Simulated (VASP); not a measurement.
# ScInTeSe (P-6m2) in VASP: band structure with PBE

Aim: the band structure of ScInTeSe with PBE.

All numbers are computed with VASP 6.6.1; they aren't measurements. Logs are shortened: lines on timing, memory, paths and dates and some standing lists are left out, and cuts for length are marked.

### Step 1. The structure

The structure is hexagonal, space group P-6m2 (No. 187). The conventional cell has a = 4.064 Å, b = 4.064 Å, c = 15.854 Å, α = 90.00°, β = 90.00°, γ = 120.00°. Sc (site symmetry 3m) is surrounded by 3 Se at 2.76 Å and 3 Te at 2.94 Å. In (site symmetry -6m2) is surrounded by 6 Se at 3.28 Å. In (site symmetry -6m2) has 6 Te at 3.36 Å as nearest neighbours. Te (site symmetry 3m) is surrounded by 3 Sc at 2.94 Å and 3 In at 3.36 Å. Around Se (site symmetry 3m) lie 3 Sc at 2.76 Å.

The cell was built by a generator and needn't be a form met in nature.

### Step 2. Band structure, PBE

File POSCAR:

```
ScInTeSe
1.0
    4.0643600000      0.0000000000      0.0000000000
   -2.0321800000      3.5198390000      0.0000000000
    0.0000000000      0.0000000000     15.8537300000
Sc In Te Se
2 2 2 2
Direct
    0.0000000000      0.0000000000      0.2637020000
    0.0000000000      0.0000000000      0.7362980000
    0.3333330000      0.6666670000      0.5000000000
    0.6666670000      0.3333330000      0.0000000000
    0.3333330000      0.6666670000      0.1519350000
    0.3333330000      0.6666670000      0.8480650000
    0.6666670000      0.3333330000      0.3549970000
    0.6666670000      0.3333330000      0.6450030000
```

File INCAR.step1:

```
SYSTEM = ScInTeSe
ALGO = Normal
EDIFF = 1E-7
ENCUT = 520
GGA = PE
ISIF = 2
ISMEAR = 0
LASPH = .TRUE.
LCHARG = .TRUE.
LMAXMIX = 4
LREAL = .FALSE.
LWAVE = .FALSE.
NELM = 60
PREC = Accurate
SIGMA = 0.1
```

File KPOINTS.step1:

```
k-points
0
G
  8 8 2
  0 0 0
```

File INCAR.step2:

```
SYSTEM = ScInTeSe
ALGO = Normal
EDIFF = 1E-7
ENCUT = 520
GGA = PE
ICHARG = 11
ISIF = 2
ISMEAR = 0
LASPH = .TRUE.
LCHARG = .FALSE.
LMAXMIX = 4
LREAL = .FALSE.
LWAVE = .FALSE.
NELM = 60
PREC = Accurate
SIGMA = 0.05
```

File KPOINTS.step2:

```
path GMKGALHA,LM,KH
20
line-mode
reciprocal
 0.0000000000  0.0000000000  0.0000000000  G
 0.5000000000  0.0000000000  0.0000000000  M

 0.5000000000  0.0000000000  0.0000000000  M
 0.3333333333  0.3333333333  0.0000000000  K

 0.3333333333  0.3333333333  0.0000000000  K
 0.0000000000  0.0000000000  0.0000000000  G

 0.0000000000  0.0000000000  0.0000000000  G
 0.0000000000  0.0000000000  0.5000000000  A

 0.0000000000  0.0000000000  0.5000000000  A
 0.5000000000  0.0000000000  0.5000000000  L

 0.5000000000  0.0000000000  0.5000000000  L
 0.3333333333  0.3333333333  0.5000000000  H

 0.3333333333  0.3333333333  0.5000000000  H
 0.0000000000  0.0000000000  0.5000000000  A

 0.5000000000  0.0000000000  0.5000000000  L
 0.5000000000  0.0000000000  0.0000000000  M

 0.3333333333  0.3333333333  0.0000000000  K
 0.3333333333  0.3333333333  0.5000000000  H
```

Potentials or basis: VASP PAW PBE potentials, release 64 (Sc_sv, In_d, Te, Se).

The run is started by

```console
$ cat potpaw_PBE.64/Sc_sv/POTCAR potpaw_PBE.64/In_d/POTCAR potpaw_PBE.64/Te/POTCAR potpaw_PBE.64/Se/POTCAR > POTCAR
$ cp INCAR.step1 INCAR
$ cp KPOINTS.step1 KPOINTS
$ mpirun -np 1 vasp_std > vasp.out
$ cp INCAR.step2 INCAR
$ cp KPOINTS.step2 KPOINTS
$ mpirun -np 1 vasp_std > vasp.out
```

OUTCAR:

```text
SYSTEM = ScInTeSe
   EDIFF = 1E-7
   ENCUT = 520
   GGA = PE
   ICHARG = 11
   ISIF = 2
   ISMEAR = 0
   LASPH = .TRUE.
   LREAL = .FALSE.
   NELM = 60
   PREC = Accurate

 ion  position               nearest neighbor table
   1  0.000  0.000  0.264-   7 2.76   7 2.76   7 2.76   5 2.94   5 2.94   5 2.94
   2  0.000  0.000  0.736-   8 2.76   8 2.76   8 2.76   6 2.94   6 2.94   6 2.94
   3  0.333  0.667  0.500-   7 3.28   8 3.28   7 3.28   8 3.28   7 3.28   8 3.28
   4  0.667  0.333  0.000-   5 3.36   6 3.36   5 3.36   6 3.36   5 3.36   6 3.36
   5  0.333  0.667  0.152-   1 2.94   1 2.94   1 2.94   4 3.36   4 3.36   4 3.36
   6  0.333  0.667  0.848-   2 2.94   2 2.94   2 2.94   4 3.36   4 3.36   4 3.36
   7  0.667  0.333  0.355-   1 2.76   1 2.76   1 2.76   3 3.28   3 3.28   3 3.28
   8  0.667  0.333  0.645-   2 2.76   2 2.76   2 2.76   3 3.28   3 3.28   3 3.28

  LATTYP: Found a hexagonal cell.
 ALAT       =     4.0643600000
 C/A-ratio  =     3.9006707083

  Lattice vectors:

 A1 = (   4.0643600000,   0.0000000000,   0.0000000000)
 A2 = (  -2.0321800000,   3.5198390000,   0.0000000000)
 A3 = (   0.0000000000,   0.0000000000,  15.8537300000)

Analysis of symmetry for initial positions (statically):
=====================================================================
 Subroutine PRICEL returns:
 Original cell was already a primitive cell.

 Routine SETGRP: Setting up the symmetry group for a
 hexagonal supercell.

 Subroutine GETGRP returns: Found 12 space group operations
 (whereof 12 operations were pure point group operations)
 out of a pool of 24 trial point group operations.

The static configuration has the point symmetry D_3h.

Analysis of symmetry for dynamics (positions and initial velocities):
=====================================================================
 Subroutine PRICEL returns:
 Original cell was already a primitive cell.

 Routine SETGRP: Setting up the symmetry group for a
 hexagonal supercell.

 Subroutine GETGRP returns: Found 12 space group operations
 (whereof 12 operations were pure point group operations)
 out of a pool of 24 trial point group operations.

The dynamic configuration has the point symmetry D_3h.

 Subroutine INISYM returns: Found 12 space group operations
 (whereof 12 operations are pure point group operations),
 and found     1 'primitive' translations

----------------------------------------------------------------------------------------

                                     Primitive cell

  volume of cell :     226.8018

  direct lattice vectors                    reciprocal lattice vectors
     4.064360000  0.000000000  0.000000000     0.246041197  0.142051952  0.000000000
    -2.032180000  3.519839000  0.000000000     0.000000000  0.284103904  0.000000000
     0.000000000  0.000000000 15.853730000     0.000000000  0.000000000  0.063076639

  length of vectors
     4.064360000  4.064359991 15.853730000     0.284103903  0.284103904  0.063076639

  position of ions in fractional coordinates (direct lattice)
     0.000000000  0.000000000  0.263702000
     0.000000000  0.000000000  0.736298000
     0.333333000  0.666667000  0.500000000
     0.666667000  0.333333000  0.000000000
     0.333333000  0.666667000  0.151935000
     0.333333000  0.666667000  0.848065000
     0.666667000  0.333333000  0.354997000
     0.666667000  0.333333000  0.645003000

  ion indices of the primitive-cell ions
   primitive index   ion index
                 1           1
                 2           2
                 3           3
                 4           4
                 5           5
                 6           6
                 7           7
                 8           8

----------------------------------------------------------------------------------------

 KPOINTS: path GMKGALHA,LM,KH

Interpolating k-points between supplied coordinates.

 Line segments in fractional coordinates (reciprocal lattice):
    0.000000  0.000000  0.000000  ...  0.500000  0.000000  0.000000
    0.500000  0.000000  0.000000  ...  0.333333  0.333333  0.000000
    0.333333  0.333333  0.000000  ...  0.000000  0.000000  0.000000
    0.000000  0.000000  0.000000  ...  0.000000  0.000000  0.500000
    0.000000  0.000000  0.500000  ...  0.500000  0.000000  0.500000
    0.500000  0.000000  0.500000  ...  0.333333  0.333333  0.500000
    0.333333  0.333333  0.500000  ...  0.000000  0.000000  0.500000
    0.500000  0.000000  0.500000  ...  0.500000  0.000000  0.000000
    0.333333  0.333333  0.000000  ...  0.333333  0.333333  0.500000

 Generated    20 points on each line segment, for a total of    180 k-points:

 Following reciprocal coordinates:
            Coordinates               Weight
  0.000000  0.000000  0.000000      0.005556
  0.026316  0.000000  0.000000      0.005556
  0.052632  0.000000  0.000000      0.005556
  0.078947  0.000000  0.000000      0.005556
  0.105263  0.000000  0.000000      0.005556
  0.131579  0.000000  0.000000      0.005556
[... 16 lines left out ...]
  0.482456  0.035088  0.000000      0.005556
  0.473684  0.052632  0.000000      0.005556
 [... further k-points ...]
   k-points           NKPTS =    180   k-points in BZ     NKDIM =    180   number of bands    NBANDS=     43
   number of dos      NEDOS =    301   number of ions     NIONS =      8
   total plane-waves  NPLWV = 108000
   dimension x,y,z NGX =    30 NGY =   30 NGZ =  120
   dimension x,y,z NGXF=    60 NGYF=   60 NGZF=  240
   ions per type =               2   2   2   2
   NGX,Y,Z   is equivalent  to a cutoff of  12.27, 12.27, 12.58 a.u.
   NGXF,Y,Z  is equivalent  to a cutoff of  24.54, 24.54, 25.17 a.u.
 SYSTEM =  ScInTeSe
   PREC   = accura    normal or accurate (medium, high low for compatibility)
   ISTART =      0    job   : 0-new  1-cont  2-samecut
   ICHARG =     11    charge: 1-file 2-atom 10-const
   ISPIN  =      1    spin polarized calculation?
   LNONCOLLINEAR =      F non collinear calculations
   LSORBIT =      F    spin-orbit coupling
   LASPH  =      T    aspherical Exc in radial PAW
   ENCUT  =  520.0 eV  38.22 Ry    6.18 a.u.   7.56  7.56 29.48*2*pi/ulx,y,z
   NELM   =     60;   NELMIN=  2; NELMDL=  0     # of ELM steps
   EDIFF  = 0.1E-06   stopping-criterion for ELM
   LREAL  =      F    real-space projection
   EDIFFG = 0.1E-05   stopping-criterion for IOM
   NSW    =      0    number of steps for IOM
   IBRION =     -1    ionic relax: 0-MD 1-quasi-New 2-CG
   NFREE  =      0    steps in history (QN), initial steepest desc. (CG)
   ISIF   =      2    stress and relaxation
   ISYM   =      2    0-nonsym 1-usesym 2-fastsym
   POTIM  = 0.5000    time-step for ionic-motion
   TEBEG  =    0.0;   TEEND  =   0.0 temperature during run
   PSTRESS=    0.0 pullay stress
   NELECT =      72.0000    total number of electrons
   NUPDOWN=      -1.0000    fix difference up-down
   EMIN   =  10.00;   EMAX   =-10.00  energy-range for DOS
   EFERMI =   0.00;   METHOD = LEGACY
   ISMEAR =     0;   SIGMA  =   0.05  broadening in eV -4-tet -1-fermi 0-gaus
   EFERMI_NEDOS =   21; number of points for ismear=-14 and -15
   IALGO  =     38    algorithm
   IMIX   =      4    mixing-type and parameters
     AMIX     =   0.40;   BMIX     =  1.00
     AMIX_MAG =   1.60;   BMIX_MAG =  1.00
  volume/ion in A,a.u.               =      28.35       191.32
  Fermi-wavevector in a.u.,A,eV,Ry     =   1.116787  2.110421 16.969353  1.247212
  Thomas-Fermi vector in A             =   2.253404
   LORBIT       =      0    0 simple, 1 ext, 2 COOP (PROOUT), +10 PAW based schemes
   GGA     = PE    functional components
   LHFCALC =     F    Hartree Fock is set to
   AEXX    =    0.0000 exact exchange contribution
   IVDW    =     0    specifies the selected vdW correction
   LEPSILON=     F    determine dielectric tensor
   LRPA    =     F    only Hartree local field effects (RPA)
 non-spin polarized calculation
 Gauss-broadening in eV      SIGMA  =   0.05
  energy-cutoff  :      520.00
  volume of cell :      226.80
 maximum number of plane-waves:      6157

 number of electron      72.0000016 magnetization

 Free energy of the ion-electron system (eV)
  ---------------------------------------------------
  ext. energy  EPLUGINS =         0.00000000
  ---------------------------------------------------
  free energy    TOTEN  =       -37.72855067 eV

  energy without entropy =      -37.72371103  energy(sigma->0) =      -37.72613085

 E-fermi :   5.5618     XC(G=0):  -9.3560

 val. band max:        5.5579696970   @ k =   0.3333   0.3333   0.0526
 cond. band min:       5.5623274212   @ k =   0.3421   0.3158   0.0000
 fundamental gap:      0.0043577242
 Fermi energy:         5.5617725282

 k-point     1 :       0.0000    0.0000    0.0000
  band No.  band energies     occupation
      1     -45.2611      2.00000
      2     -45.2610      2.00000
      3     -23.8755      2.00000
      4     -23.8754      2.00000
      5     -23.8569      2.00000
      6     -23.8569      2.00000
[... 35 lines left out ...]
     42       6.5049      0.00000
     43       7.3076      0.00000

 k-point     2 :       0.0263    0.0000    0.0000
  band No.  band energies     occupation
      1     -45.2610      2.00000
      2     -45.2610      2.00000
      3     -23.8754      2.00000
      4     -23.8754      2.00000
      5     -23.8571      2.00000
      6     -23.8571      2.00000
[... 35 lines left out ...]
     42       6.5265      0.00000
     43       7.3376      0.00000

 k-point     3 :       0.0526    0.0000    0.0000
  band No.  band energies     occupation
      1     -45.2610      2.00000
      2     -45.2610      2.00000
      3     -23.8752      2.00000
      4     -23.8752      2.00000
      5     -23.8580      2.00000
      6     -23.8580      2.00000
[... 919 lines left out ...]
      6     -23.8663      2.00000
[... 35 lines left out ...]
     42       6.9296      0.00000
     43       7.0193      0.00000

 k-point    24 :       0.4737    0.0526    0.0000
  band No.  band energies     occupation
      1     -45.2587      2.00000
      2     -45.2587      2.00000
      3     -23.8969      2.00000
      4     -23.8969      2.00000
      5     -23.8665      2.00000
      6     -23.8665      2.00000
[... 35 lines left out ...]
     42       6.9301      0.00000
     43       6.9984      0.00000

 [... further k-points ...]

------------------------ aborting loop because EDIFF is reached ----------------------------------------

  FORCE on cell =-STRESS in cart. coord.  units (eV):
  Direction    XX          YY          ZZ          XY          YZ          ZX
  --------------------------------------------------------------------------------------
  -------------------------------------------------------------------------------------
  Total        2.8697258      2.8697258      2.0629722     -0.0000000      0.0000000      0.0000000
  in kB       20.2723717     20.2723715     14.5732875     -0.0000000      0.0000000      0.0000000
  external PRESSURE =      18.3726769 kB  Pullay stress =       0.0000000 kB

 VOLUME and BASIS-vectors are now :
 -----------------------------------------------------------------------------
  energy-cutoff  :      520.00
  volume of cell :      226.80
      direct lattice vectors                 reciprocal lattice vectors
     4.064360000  0.000000000  0.000000000     0.246041197  0.142051952  0.000000000
    -2.032180000  3.519839000  0.000000000     0.000000000  0.284103904  0.000000000
     0.000000000  0.000000000 15.853730000     0.000000000  0.000000000  0.063076639

 POSITION                                       TOTAL-FORCE (eV/Angst)
 -----------------------------------------------------------------------------------
      0.00000      0.00000      4.18066        -0.000000      0.000000     -0.042591
      0.00000      0.00000     11.67307        -0.000000      0.000000      0.042591
     -0.00000      2.34656      7.92687         0.000000      0.000000      0.000000
      2.03218      1.17328      0.00000        -0.000000      0.000000      0.000000
     -0.00000      2.34656      2.40874        -0.000000     -0.000000      0.236126
     -0.00000      2.34656     13.44499        -0.000000      0.000000     -0.236126
      2.03218      1.17328      5.62803         0.000000      0.000000     -0.124440
      2.03218      1.17328     10.22570        -0.000000      0.000000      0.124440
 -----------------------------------------------------------------------------------
    total drift:                               -0.000312      0.000180      0.000000

  FREE ENERGIE OF THE ION-ELECTRON SYSTEM (eV)
  ---------------------------------------------------
  free  energy   TOTEN  =       -37.7285506738 eV

  energy  without entropy=      -37.7237110283  energy(sigma->0) =      -37.72613085
```

Wall time 24 min (1 thread of Intel Xeon Platinum 8488C (Sapphire Rapids), shared host); peak memory 1.6 GiB.

What came out:

```yaml
Band_gap_along_the_path: none (metal or under the smearing width)
```

Levels at the corners of the path, in eV from the Fermi level:
| point | band 34 | band 35 | band 36 | band 37 | band 38 | band 39 |
| --- | --- | --- | --- | --- | --- | --- |
| Γ | -0.82 | -0.82 | 0.11 | 0.61 | 0.61 | 0.62 |
| M | -2.16 | -1.95 | -1.61 | 0.08 | 0.17 | 0.36 |
| M | -2.16 | -1.95 | -1.61 | 0.08 | 0.17 | 0.36 |
| K | -2.57 | -2.36 | -2.16 | 0.03 | 0.63 | 0.87 |
| K | -2.57 | -2.36 | -2.16 | 0.03 | 0.63 | 0.87 |
| Γ | -0.82 | -0.82 | 0.11 | 0.61 | 0.61 | 0.62 |
| Γ | -0.82 | -0.82 | 0.11 | 0.61 | 0.61 | 0.62 |
| A | -0.84 | -0.84 | -0.75 | 0.62 | 0.62 | 0.62 |
| A | -0.84 | -0.84 | -0.75 | 0.62 | 0.62 | 0.62 |
| L | -2.08 | -2.01 | -1.96 | 0.07 | 0.14 | 0.45 |
| L | -2.08 | -2.01 | -1.96 | 0.07 | 0.14 | 0.45 |
| H | -2.87 | -2.18 | -2.00 | 0.26 | 0.38 | 0.84 |
| H | -2.87 | -2.18 | -2.00 | 0.26 | 0.38 | 0.84 |
| A | -0.84 | -0.84 | -0.75 | 0.62 | 0.62 | 0.62 |
| L | -2.08 | -2.01 | -1.96 | 0.07 | 0.14 | 0.45 |
| M | -2.16 | -1.95 | -1.61 | 0.08 | 0.17 | 0.36 |
| K | -2.57 | -2.36 | -2.16 | 0.03 | 0.63 | 0.87 |
| H | -2.87 | -2.18 | -2.00 | 0.26 | 0.38 | 0.84 |

Caveat: the log is that of the step along the path at fixed density, whose energy, stress, charges and moments have no meaning; spin-orbit coupling is left out, which moves the levels of the heavy elements.
